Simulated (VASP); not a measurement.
Consider the following.

```xyz
2
Lattice="0.0000 2.3562 2.3562 2.3562 0.0000 2.3562 2.3562 2.3562 0.0000" Properties=species:S:1:pos:R:3 pbc="T T T"
Hf     0.0000     0.0000     0.0000
C      2.3562     2.3562     2.3562
```

These are revPBE GGA, VASP's PBE PAW potentials (set 64) (plane waves; VASP) values and carry that method's errors. Settings: 520 eV cut-off, 13×13×13 Γ-centred mesh, first-order Methfessel-Paxton smearing of 0.10 eV, potentials Hf_pv C.

Unless said otherwise, spin-orbit coupling is left out, though it shifts the bands of the heavy elements here.

Problem. What does the run give for the energy per atom (σ→0), pressure, band gap (on the k-mesh) with the smallest direct gap where there is one?

Solution. 
The band gap (on the k-mesh) is none (metal, semimetal or under 0.01 eV). The energy per atom (σ→0) comes out as -10.140 eV/atom and the pressure is -65.2 kbar.

Total energies compare only between runs with the same potentials, cut-off and functional.

The compound is HfC in the rock salt structure. This cell is one point of a volume scan, at 1.03 of the reference volume.
